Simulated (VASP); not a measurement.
Energy against volume of Pt₃Ti (L1_2). Method: PW91 GGA, VASP's PBE PAW potentials (set 64) (plane waves; VASP).

```json
[
 {"V (Å³/atom)": "14.556", "E (eV/atom)": "-7.33135"},
 {"V (Å³/atom)": "15.021", "E (eV/atom)": "-7.36657"},
 {"V (Å³/atom)": "15.486", "E (eV/atom)": "-7.37750"},
 {"V (Å³/atom)": "15.950", "E (eV/atom)": "-7.36814"},
 {"V (Å³/atom)": "16.415", "E (eV/atom)": "-7.34184"}
]
```

Fit a third-order Birch-Murnaghan equation of state.

| Quantity | Value |
|---|---|
| volume per atom | 15.49 Å³/atom |
| bulk modulus | 232 GPa |
| pressure derivative of the bulk modulus | 5.01 |
| lattice constant a | 3.957 Å |

Measured: a 3.916 Å (computed value off by +1.0 %), as given by Molecular Dynamics Simulations of PtTi High-Temperature Shape Memory Alloys Based on a Modified Embedded-Atom Method …. The calculation is for a static lattice, while the measured a holds thermal and zero-point effects, which are part of the difference.

The compound is Pt3Ti in the L1_2 structure. It was relaxed first.
